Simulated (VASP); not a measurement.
Input of a VASP 6.6.1 run:

INCAR

```
PREC = Accurate
ENCUT = 520
EDIFF = 1E-7
ISMEAR = 0
SIGMA = 0.15
LREAL = F
LASPH = T
NELM = 60
ALGO = Normal
ISIF = 2
LWAVE = F
LCHARG = F
NBANDS = 13
```

Contents of KPOINTS:

```
Automatic mesh
0
Gamma
  18 18 18
```

File POSCAR:

```
BIr
1.0
    3.0421080792      0.0000000000      0.0000000000
   -1.5210540396      2.6345428776      0.0000000000
    0.0000000000      0.0000000000      2.6218831407
B Ir
1 1
Direct
    0.3333333333      0.6666666667      0.5000000000
    0.0000000000      0.0000000000      0.0000000000
```

Potentials or basis: VASP PAW LDA potentials, release 64 (B, Ir).

Run with:

```console
$ cat potpaw_LDA.64/B/POTCAR potpaw_LDA.64/Ir/POTCAR > POTCAR
$ mpirun -np 1 vasp_std > vasp.out
```

(1) What does it give for the band gap on the k mesh?

(2) Estimate the pressure.

## Answers

(1) none (metal or under the smearing width).

(2) 4.1 GPa.
